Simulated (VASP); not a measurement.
```
CELL_PARAMETERS angstrom
      0.00000     2.94966     2.94966
      2.94966     0.00000     2.94966
      2.94966     2.94966     0.00000
ATOMIC_POSITIONS crystal
  Al 0.25000 0.25000 0.25000
  Al 0.75000 0.75000 0.75000
  Pt 0.00000 0.00000 0.00000
```

All values below come from r2SCAN meta-GGA, VASP's PBE PAW potentials (set 64) (plane waves; VASP 6.6.1). Numerical set-up: 400 eV cut-off, 10×10×10 Γ-centred mesh, tetrahedra with Blöchl corrections, potentials Al Pt.

Give the energies of bands 1 to 11 at the high-symmetry points, in eV from the Fermi level.

| band | Γ | X | U | L | W |
|---|---|---|---|---|---|
| 1 | -10.80 | -6.67 | -6.81 | -8.34 | -6.29 |
| 2 | -5.37 | -6.38 | -6.19 | -6.38 | -6.29 |
| 3 | -5.37 | -6.07 | -5.89 | -5.03 | -5.77 |
| 4 | -5.37 | -4.00 | -4.59 | -5.03 | -5.39 |
| 5 | -3.95 | -4.00 | -4.20 | -3.93 | -4.00 |
| 6 | -3.95 | -3.65 | -3.87 | -3.69 | -3.47 |
| 7 | 3.70 | -3.40 | -3.22 | -3.69 | -2.94 |
| 8 | 3.96 | -1.73 | -2.12 | 1.03 | -2.94 |
| 9 | 3.96 | -1.73 | -0.68 | 1.03 | -0.94 |
| 10 | 3.96 | 3.58 | 3.70 | 4.33 | 5.64 |
| 11 | 5.80 | 3.73 | 5.84 | 5.54 | 5.64 |

It has no gap at this level: it comes out as a metal or semimetal.

The compound is PtAl2 in the fluorite structure. It was relaxed first.
